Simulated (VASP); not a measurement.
An input for Ansatz (written as the equivalent of a VASP run, and not itself run):

Ansatz 0.2 input:
```yaml
crystal:
  lattice:
    - [1.4550000, -2.5201340, 0.0000000]
    - [1.4550000, 2.5201340, 0.0000000]
    - [0.0000000, 0.0000000, 2.8400000]
  atoms:
    - { symbol: W, position: [0.0000000, 0.0000000, 0.0000000] }
    - { symbol: C, position: [0.3333330, 0.6666670, 0.5000000] }
kpoints:
  mp_grid: { grid: [13, 13, 12] }
hamiltonian:
  xc: pbe
  dispersion: d4
  pseudopotentials: { kind: paw }
scf:
  occupations: { method: methfessel_paxton, width: 0.1 }
  max_iter: 100
relax:
  max_steps: 60
  f_tol: 0.01
  cell: {}
output: { forces: true, stress: true, eigenvalues: true }
```

Question: Translate this input to VASP (INCAR, KPOINTS, POSCAR, choice of POTCAR).

Answer: Several could match; the one computed here: 
File POSCAR:
```
WC
1.0
  1.4550000000  -2.5201340000   0.0000000000
  1.4550000000   2.5201340000   0.0000000000
  0.0000000000   0.0000000000   2.8400000000
W C
1 1
Cartesian
  0.0000000000   0.0000000000   0.0000000000
  1.4550000000   0.8400463468   1.4200000000
```

KPOINTS:
```
Automatic
0
gamma
 13 13 12
```

INCAR:
```
! general
SYSTEM  = WC
PREC    = Accurate
ENCUT   = 520
LREAL   = .FALSE.
LASPH   = .TRUE.

! electronic loop
EDIFF   = 1E-6
NELM    = 100
ALGO    = Normal
LMAXMIX = 6

! smearing
ISMEAR  = 1
SIGMA   = 0.1

! functional
GGA     = PE
IVDW    = 13

! ions
IBRION  = 2
NSW     = 60
ISIF    = 3
EDIFFG  = -0.01

! output
LWAVE   = .FALSE.
LCHARG  = .FALSE.
```

POTCAR, in this order: W_sv C (PBE.64 set). Program: vasp_std.

The two are equivalent in intent, not identical: each code has its own PAW files, so the cut-off isn't converted (ENCUT is set for VASP's; basis.ecutwfc is left out, and Ansatz then takes the one that its files recommend); Ansatz stops its SCF on the density residual and VASP on the energy change (EDIFF).

The compound is WC in the wc structure. This run relaxes it. Symmetry was kept, so distortions that lower it aren't found.
